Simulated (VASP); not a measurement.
WC (relaxed from the wurtzite structure, space group P6_3mc): computed properties

The numbers are results of r2SCAN meta-GGA, VASP's PBE PAW potentials (set 64) (plane waves; VASP 6.6.1), not measurements.

| Property | Result |
|---|---|
| space group | P6_3mc (186) |
| cell | a = b = 3.122 Å, c = 5.966 Å, α = β = 90.00°, γ = 120.00° |
| volume per atom | 12.59 Å³/atom |
| band gap (over mesh and band path) | none (metal, semimetal or under 0.01 eV) |
| density | 12.91 g/cm³ |

```
WC
1.0
    3.12223     0.00000     0.00000
   -1.56112     2.70393     0.00000
    0.00000     0.00000     5.96638
W C
2 2
Direct
  0.33333   0.66667   0.02168
  0.66667   0.33333   0.52168
  0.33333   0.66667   0.35332
  0.66667   0.33333   0.85332
```

Unless said otherwise, spin-orbit coupling is left out, though it shifts the bands of the heavy elements here.

The structure was generated: WC was put into the wurtzite type (P6_3mc), which need not be its known phase. It was relaxed first, which changed the volume by -39 %. Symmetry was kept, so distortions that lower it aren't found.
